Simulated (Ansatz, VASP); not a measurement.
# Cross-check of ZnSe (Stilleite) between VASP and Ansatz, part 2 of 2

Aim: how closely do two programs agree when they are given the same cell, functional and k mesh? The cell is taken from a series of runs on this material, whose earlier steps may have relaxed, scaled, displaced or heated it; both programs get it as it stands.

VASP 6.6.1 and Ansatz 0.2.0.

So far: Set-up; Ansatz: G0W0 gap, LDA.

**3. VASP: G0W0 gap, LDA**

Level of this step: G0W0 on LDA; plane waves and PAW (Zn_sv_GW, Se_GW) (VASP).

The same cell, functional (in two slightly different forms) and mesh now go to VASP, with its own data sets.

Lines of VASP's logs that name or quote its potential files are left out, and so is its time.

The run reads the wave functions of an earlier VASP run, which isn't shown here.

INCAR reads:

```
SYSTEM = ZnSe
PREC = Accurate
ENCUT = 430
ISMEAR = 0
SIGMA = 0.01
LREAL = .FALSE.
GGA = CA
NBANDS = 432
ALGO = EVGW0
NELMGW = 1
ENCUTGW = 250
NOMEGA = 64
PRECFOCK = Fast
NBANDSGW = 32
LWAVE = .FALSE.
LCHARG = .FALSE.
```

POSCAR reads:

```
ZnSe
1.0
    0.0000000000      2.8338000000      2.8338000000
    2.8338000000      0.0000000000      2.8338000000
    2.8338000000      2.8338000000      0.0000000000
Zn Se
1 1
Direct
    0.0000000000      0.0000000000      0.0000000000
    0.2500000000      0.2500000000      0.2500000000
```

KPOINTS reads:

```
Automatic mesh
0
Gamma
8 8 8
0 0 0
```

Potentials, in the order of the species: Zn_sv_GW and Se_GW (LDA family, release 64).

Run with:

```bash
> mpirun -np 16 vasp_std
```

Numbers of over 12 decimals in the logs are rounded to 6 here.

Log:

```text
[banner, memory and clock lines left out]
running   16 mpi-ranks, on    1 nodes
 distrk:  each k-point on   16 cores,    1 groups
 distr:  one band on    1 cores,   16 groups

 POSCAR found type information on POSCAR ZnSe
 POSCAR found :  2 types and       2 ions
|                                                                             |
|           W    W    AA    RRRRR   N    N  II  N    N   GGGG   !!!           |
|           W    W   A  A   R    R  NN   N  II  NN   N  G    G  !!!           |
|           W    W  A    A  R    R  N N  N  II  N N  N  G       !!!           |
|           W WW W  AAAAAA  RRRRR   N  N N  II  N  N N  G  GGG   !            |
|           WW  WW  A    A  R   R   N   NN  II  N   NN  G    G                |
|           W    W  A    A  R    R  N    N  II  N    N   GGGG   !!!           |
|                                                                             |
|     For optimal performance we recommend to set                             |
|       NCORE = 2 up to number-of-cores-per-socket                            |
|     NCORE specifies how many cores store one orbital (NPAR=cpu/NCORE).      |
|     This setting can greatly improve the performance of VASP for DFT.       |
|     The default, NCORE=1 might be grossly inefficient on modern             |
|     multi-core architectures or massively parallel machines. Do your        |
|     Unfortunately you need to use the default for GW and RPA                |
|     calculations (for HF NCORE is supported but not extensively tested      |
|     yet).                                                                   |
|                                                                             |

|                                                                             |
|           W    W    AA    RRRRR   N    N  II  N    N   GGGG   !!!           |
|           W    W   A  A   R    R  NN   N  II  NN   N  G    G  !!!           |
|           W    W  A    A  R    R  N N  N  II  N N  N  G       !!!           |
|           W WW W  AAAAAA  RRRRR   N  N N  II  N  N N  G  GGG   !            |
|           WW  WW  A    A  R   R   N   NN  II  N   NN  G    G                |
|           W    W  A    A  R    R  N    N  II  N    N   GGGG   !!!           |
|                                                                             |
|     The default for ENCUTGWSOFT is different in this version of VASP.       |
|     please manually set ENCUTGWSOFT =250 in the INCAR file.                 |
|                                                                             |

 LDA part: xc-table for (Slater(with rela. corr.)+CA(PZ))
 , standard interpolation
 found WAVECAR, reading the header
 POSCAR, INCAR and KPOINTS ok, starting setup
 FFT: planning ... GRIDC
 FFT: planning ... GRID_SOFT
 FFT: planning ... GRID
 reading WAVECAR
 the WAVECAR file was read successfully
 initial charge from wavefunction
 available memory per node:     17.33 GB, setting MAXMEM to     17741

 The Fermi energy was updated, please check that it is located mid-gap
 values below the HOMO (VB) or above the LUMO (CB) will cause erroneous energies
 E-fermi :   2.9600

 calculate exact exchange contribution
 the WAVEDER file was read successfully
|                                                                             |
|           W    W    AA    RRRRR   N    N  II  N    N   GGGG   !!!           |
|           W    W   A  A   R    R  NN   N  II  NN   N  G    G  !!!           |
|           W    W  A    A  R    R  N N  N  II  N N  N  G       !!!           |
|           W WW W  AAAAAA  RRRRR   N  N N  II  N  N N  G  GGG   !            |
|           WW  WW  A    A  R   R   N   NN  II  N   NN  G    G                |
|           W    W  A    A  R    R  N    N  II  N    N   GGGG   !!!           |
|                                                                             |
|     Automatic setting of frequency mesh for GW failed. Frequency mesh       |
|     properly not suitable for determining QP energies. Consider             |
|     increasing number of kpoints.                                           |
|                                                                             |

energies w=
    0.000    0.000    1.363    0.000    2.722    0.000    4.076    0.000
    5.421    0.000    6.754    0.000    8.075    0.000    9.380    0.000
   10.669    0.000   11.941    0.000   13.196    0.000   14.434    0.000
   15.654    0.000   16.859    0.000   18.048    0.000   19.223    0.000
   20.386    0.000   21.539    0.000   22.682    0.000   23.819    0.000
   24.951    0.000   26.081    0.000   27.211    0.000   28.343    0.000
   29.481    0.000   30.627    0.000   31.784    0.000   32.956    0.000
   34.146    0.000   35.357    0.000   36.594    0.000   37.861    0.000
   39.163    0.000   40.505    0.000   41.894    0.000   43.335    0.000
   44.836    0.000   46.405    0.000   48.052    0.000   49.788    0.000
   51.626    0.000   53.578    0.000   55.664    0.000   57.901    0.000
   60.315    0.000   62.932    0.000   65.787    0.000   68.920    0.000
   72.383    0.000   76.235    0.000   80.556    0.000   85.444    0.000
   91.026    0.000   97.470    0.000  104.999    0.000  113.915    0.000
  124.647    0.000  137.812    0.000  154.339    0.000  175.689    0.000
[...]
|.........|.........|.........|.........|.........|.........|.........|.........
 performed       6379000 updates of chi_q(r,r)
 total number of BLAS operations       8621.08 Gflops
NQ=   2    0.1250    0.0000    0.0000,
|.........|.........|.........|.........|.........|.........|.........|.........
 performed      16601000 updates of chi_q(r,r)
 total number of BLAS operations      22234.63 Gflops
NQ=   3    0.2500    0.0000    0.0000,
|.........|.........|.........|.........|.........|.........|.........|.........
 performed      26823000 updates of chi_q(r,r)
 total number of BLAS operations      35385.05 Gflops
NQ=   4    0.3750    0.0000    0.0000,
|.........|.........|.........|.........|.........|.........|.........|.........
 performed      37045000 updates of chi_q(r,r)
 total number of BLAS operations      48931.95 Gflops
NQ=   5    0.5000    0.0000    0.0000,
|.........|.........|.........|.........|.........|.........|.........|.........
 performed      45719000 updates of chi_q(r,r)
 total number of BLAS operations      60597.15 Gflops
NQ=   6    0.1250    0.1250    0.0000,
|.........|.........|.........|.........|.........|.........|.........|.........
 performed      55720000 updates of chi_q(r,r)
 total number of BLAS operations      73335.03 Gflops
NQ=   7    0.2500    0.1250    0.0000,
|.........|.........|.........|.........|.........|.........|.........|.........
 performed      71582000 updates of chi_q(r,r)
 total number of BLAS operations      93639.39 Gflops
NQ=   8    0.3750    0.1250    0.0000,
|.........|.........|.........|.........|.........|.........|.........|.........
 performed      87444000 updates of chi_q(r,r)
 total number of BLAS operations     115918.48 Gflops
NQ=   9    0.5000    0.1250    0.0000,
|.........|.........|.........|.........|.........|.........|.........|.........
 performed     103306000 updates of chi_q(r,r)
 total number of BLAS operations     136733.62 Gflops
NQ=  10   -0.3750    0.1250    0.0000,
|.........|.........|.........|.........|.........|.........|.........|.........
 performed     119168000 updates of chi_q(r,r)
 total number of BLAS operations     157651.69 Gflops
NQ=  11   -0.2500    0.1250    0.0000,
|.........|.........|.........|.........|.........|.........|.........|.........
 performed     135030000 updates of chi_q(r,r)
 total number of BLAS operations     178672.92 Gflops
NQ=  12   -0.1250    0.1250    0.0000,
|.........|.........|.........|.........|.........|.........|.........|.........
 performed     148238000 updates of chi_q(r,r)
 total number of BLAS operations     195495.47 Gflops
NQ=  13    0.2500    0.2500    0.0000,
|.........|.........|.........|.........|.........|.........|.........|.........
 performed     158239000 updates of chi_q(r,r)
 total number of BLAS operations     209275.41 Gflops
NQ=  14    0.3750    0.2500    0.0000,
|.........|.........|.........|.........|.........|.........|.........|.........
 performed     174101000 updates of chi_q(r,r)
 total number of BLAS operations     230607.68 Gflops
NQ=  15    0.5000    0.2500    0.0000,
|.........|.........|.........|.........|.........|.........|.........|.........
 performed     189963000 updates of chi_q(r,r)
 total number of BLAS operations     252148.58 Gflops
NQ=  16   -0.3750    0.2500    0.0000,
|.........|.........|.........|.........|.........|.........|.........|.........
 performed     205825000 updates of chi_q(r,r)
 total number of BLAS operations     273273.24 Gflops
NQ=  17   -0.2500    0.2500    0.0000,
|.........|.........|.........|.........|.........|.........|.........|.........
 performed     219033000 updates of chi_q(r,r)
 total number of BLAS operations     290777.14 Gflops
NQ=  18    0.3750    0.3750    0.0000,
|.........|.........|.........|.........|.........|.........|.........|.........
 performed     229034000 updates of chi_q(r,r)
 total number of BLAS operations     304623.57 Gflops
NQ=  19    0.5000    0.3750    0.0000,
|.........|.........|.........|.........|.........|.........|.........|.........
 performed     244896000 updates of chi_q(r,r)
 total number of BLAS operations     326479.31 Gflops
NQ=  20   -0.3750    0.3750    0.0000,
|.........|.........|.........|.........|.........|.........|.........|.........
 performed     258104000 updates of chi_q(r,r)
 total number of BLAS operations     344155.66 Gflops
NQ=  21    0.5000    0.5000    0.0000,
|.........|.........|.........|.........|.........|.........|.........|.........
 performed     266031000 updates of chi_q(r,r)
 total number of BLAS operations     354921.25 Gflops
NQ=  22    0.3750    0.2500    0.1250,
|.........|.........|.........|.........|.........|.........|.........|.........
 performed     283442000 updates of chi_q(r,r)
 total number of BLAS operations     378335.66 Gflops
NQ=  23    0.5000    0.2500    0.1250,
|.........|.........|.........|.........|.........|.........|.........|.........
 performed     303175000 updates of chi_q(r,r)
 total number of BLAS operations     405002.88 Gflops
NQ=  24   -0.3750    0.2500    0.1250,
|.........|.........|.........|.........|.........|.........|.........|.........
 performed     319590000 updates of chi_q(r,r)
 total number of BLAS operations     427511.62 Gflops
NQ=  25    0.5000    0.3750    0.1250,
|.........|.........|.........|.........|.........|.........|.........|.........
 performed     337001000 updates of chi_q(r,r)
 total number of BLAS operations     450926.03 Gflops
NQ=  26   -0.3750    0.3750    0.1250,
|.........|.........|.........|.........|.........|.........|.........|.........
 performed     356734000 updates of chi_q(r,r)
 total number of BLAS operations     476948.37 Gflops
NQ=  27   -0.2500    0.3750    0.1250,
|.........|.........|.........|.........|.........|.........|.........|.........
 performed     373149000 updates of chi_q(r,r)
 total number of BLAS operations     498702.38 Gflops
NQ=  28   -0.3750    0.5000    0.1250,
|.........|.........|.........|.........|.........|.........|.........|.........
 performed     386385000 updates of chi_q(r,r)
 total number of BLAS operations     516676.54 Gflops
NQ=  29   -0.2500    0.5000    0.2500,
|.........|.........|.........|.........|.........|.........|.........|.........
 performed     396275000 updates of chi_q(r,r)
 total number of BLAS operations     530107.79 Gflops
 resolving degeneracies of screened two electron integrals

 calculate QP shifts <psi_nk| G(iteration)W_0 |psi_nk>: iteration 1
 entering main loop
```

From OUTCAR (step 3):

```text
ion  position               nearest neighbor table
   1  0.000  0.000  0.000-   2 2.45   2 2.45   2 2.45   2 2.45
   2  0.250  0.250  0.250-   1 2.45   1 2.45   1 2.45   1 2.45

  LATTYP: Found a face centered cubic cell.
 ALAT       =     5.6676000000

 Subroutine GETGRP returns: Found 24 space group operations
 (whereof 24 operations were pure point group operations)

The static configuration has the point symmetry T_d .

 Found     29 irreducible k-points:

   k-points           NKPTS =     29   k-points in BZ     NKDIM =    512   number of bands    NBANDS=    432

   dimension x,y,z NGX =    28 NGY =   28 NGZ =   28
   dimension x,y,z NGXF=    56 NGYF=   56 NGZF=   56

   ENCUT  =  430.0 eV  31.60 Ry    5.62 a.u.   6.78  6.78  6.78*2*pi/ulx,y,z

   NELECT =      26.0000    total number of electrons

  energy-cutoff  :      430.00
  volume of cell :       45.51
      direct lattice vectors                 reciprocal lattice vectors
     0.000000000  2.833800000  2.833800000    -0.176441527  0.176441527  0.176441527
     2.833800000  0.000000000  2.833800000     0.176441527 -0.176441527  0.176441527
     2.833800000  2.833800000  0.000000000     0.176441527  0.176441527 -0.176441527

 k-points in reciprocal lattice and weights: Automatic mesh
   0.00000000  0.00000000  0.00000000       0.002
   0.12500000  0.00000000  0.00000000       0.016
   0.25000000  0.00000000  0.00000000       0.016
   0.37500000  0.00000000  0.00000000       0.016
   0.50000000  0.00000000  0.00000000       0.008
   0.12500000  0.12500000  0.00000000       0.012
   0.25000000  0.12500000  0.00000000       0.047
   0.37500000  0.12500000  0.00000000       0.047
   0.50000000  0.12500000  0.00000000       0.047
[...]
-0.37500000  0.50000000  0.12500000       0.023
  -0.25000000  0.50000000  0.25000000       0.012

 E-fermi :   2.9600

 QP shifts <psi_nk| G(iteration)W_0 |psi_nk>: iteration 1
 for sc-GW calculations column KS-energies equals QP-energies in previous step
 and V_xc(KS)=  KS-energies - (<T + V_ion + V_H > + <T+V_H+V_ion>^1  + <V_x>^1)
 k-point   1 :       0.0000    0.0000    0.0000
  band No.  KS-energies  QP-energies   sigma(KS)   V_xc(KS)     V^pw_x(r,r')   Z            occupation Imag(sigma)
    ...
     10      -3.8658      -5.6394     -33.8480     -31.3496     -42.5292       0.7099       2.0000       0.9280
     11       2.4353       1.5909     -16.1433     -15.0697     -17.5914       0.7866       2.0000       0.3313
     12       2.4353       1.5909     -16.1433     -15.0697     -17.5914       0.7866       2.0000       0.3313
     13       2.4353       1.5909     -16.1433     -15.0697     -17.5914       0.7866       2.0000       0.3313
     14       3.4847       4.1549     -10.7422     -11.5677      -7.3209       0.8118       0.0000      -0.2841
     15       8.1359       8.8424      -9.9732     -10.8494      -5.8093       0.8064       0.0000      -0.4788
     16       8.1359       8.8424      -9.9732     -10.8494      -5.8093       0.8064       0.0000      -0.4788
     17       8.1359       8.8424      -9.9732     -10.8494      -5.8093       0.8064       0.0000      -0.4788
    ...

 k-point   2 :       0.1250    0.0000    0.0000
  band No.  KS-energies  QP-energies   sigma(KS)   V_xc(KS)     V^pw_x(r,r')   Z            occupation Imag(sigma)
    ...
     10      -3.8673      -5.6391     -33.8374     -31.3395     -42.5181       0.7093       2.0000       0.9285
     11       1.0557       0.2886     -15.3997     -14.4235     -16.8978       0.7858       2.0000       0.3778
     12       2.2813       1.4279     -15.9693     -14.8838     -17.4443       0.7862       2.0000       0.3407
     13       2.2813       1.4279     -15.9693     -14.8838     -17.4443       0.7862       2.0000       0.3407
     14       4.5263       5.1040     -11.3159     -12.0333      -7.9528       0.8054       0.0000      -0.3004
     15       8.0508       8.7345     -10.0378     -10.8851      -5.9041       0.8068       0.0000      -0.4805
     16       8.3905       9.1087     -10.0700     -10.9617      -5.8453       0.8055       0.0000      -0.4963
     17       8.3905       9.1087     -10.0700     -10.9617      -5.8453       0.8055       0.0000      -0.4963
    ...

 k-point   3 :       0.2500    0.0000    0.0000
  band No.  KS-energies  QP-energies   sigma(KS)   V_xc(KS)     V^pw_x(r,r')   Z            occupation Imag(sigma)
    ...
     10      -3.8660      -5.6379     -33.8398     -31.3425     -42.5248       0.7095       2.0000       0.9299
     11      -0.6811      -1.6530     -15.9081     -14.6588     -18.3598       0.7780       2.0000       0.5570
     12       1.9532       1.0776     -15.6276     -14.5124     -17.1623       0.7852       2.0000       0.3616
     13       1.9532       1.0776     -15.6276     -14.5124     -17.1623       0.7852       2.0000       0.3616
     14       5.0001       5.6929     -10.6775     -11.5347      -6.9494       0.8081       0.0000      -0.3524
     15       8.7696       9.4963     -10.1037     -11.0062      -5.8213       0.8051       0.0000      -0.5220
     16       8.7696       9.4963     -10.1037     -11.0062      -5.8213       0.8051       0.0000      -0.5220
     17       8.8326       9.5395     -10.2226     -11.1016      -5.8489       0.8042       0.0000      -0.5581
    ...

 k-point   4 :       0.3750    0.0000    0.0000
  band No.  KS-energies  QP-energies   sigma(KS)   V_xc(KS)     V^pw_x(r,r')   Z            occupation Imag(sigma)
    ...
     10      -3.8556      -5.6319     -33.8951     -31.3989     -42.5954       0.7116       2.0000       0.9315
     11      -2.1261      -3.2380     -15.8503     -14.4113     -18.9376       0.7727       2.0000       0.7211
     12       1.6685       0.7740     -15.3324     -14.1917     -16.9115       0.7842       2.0000       0.3793
     13       1.6685       0.7740     -15.3324     -14.1917     -16.9115       0.7842       2.0000       0.3793
     14       4.8795       5.5785     -10.5967     -11.4602      -6.8895       0.8095       0.0000      -0.3506
     15       8.7867       9.4878      -9.9628     -10.8323      -5.7684       0.8063       0.0000      -0.5169
     16       8.7867       9.4878      -9.9628     -10.8323      -5.7684       0.8063       0.0000      -0.5169
     17      10.2537      10.9733      -9.6334     -10.5302      -4.9223       0.8023       0.0000      -0.6891
    ...

[... 4 further parts left out ...]
```

**4. Comparison**

Known differences besides the potentials themselves: the two LDA forms differ slightly; fixed occupations in Ansatz, narrow Gaussian smearing in VASP; the data sets hold 36 valence electrons in Ansatz (on PAW files that the input asks for by source) and 26 in VASP; the cutoff is 660 eV in Ansatz and 430 eV in VASP; VASP's log shows a relativistic correction to its local exchange, Ansatz's none; Ansatz integrates over frequency by contour deformation, VASP on a grid of NOMEGA points; Ansatz's G0W0 levels solve the quasiparticle equation, VASP's are linearised. Total energies have different zeros and are not compared.

Compared:

```
                   quantity  Ansatz  VASP  difference
  G0W0 gap on the mesh (eV)    2.22  2.56       -0.34
Kohn-Sham gap under it (eV)    1.03  1.05       -0.02
```

VASP's log warns that its frequency grid doesn't suit quasiparticle energies on this mesh.

**5. Results**

```json
{"difference in G0W0 gap on the mesh (G0W0 gap, LDA)": "-0.34 eV"}
```

The difference in G0W0 gap on the mesh is -0.34 eV (G0W0 gap, LDA). The data sets hold unlike numbers of valence electrons (36 in Ansatz and 26 in VASP), so part of the differences comes from the potentials. Part of the difference in the G0W0 gap can come from VASP's linearised levels. How closely two codes agree says nothing of how well the functional describes the real material.

[Lines on the potential files, build, host, timing and source positions are cut from VASP's logs without a mark.]

[Logs are printed without paths, hosts, clocks, repeated set-up lines and the standing remarks that a program may print on its own settings, such as how far it seeks lower states.]

[Hosts, paths, dates, database ids (printed as entryN), source tags and the programs' standing remarks are cut or masked in the printed files.]
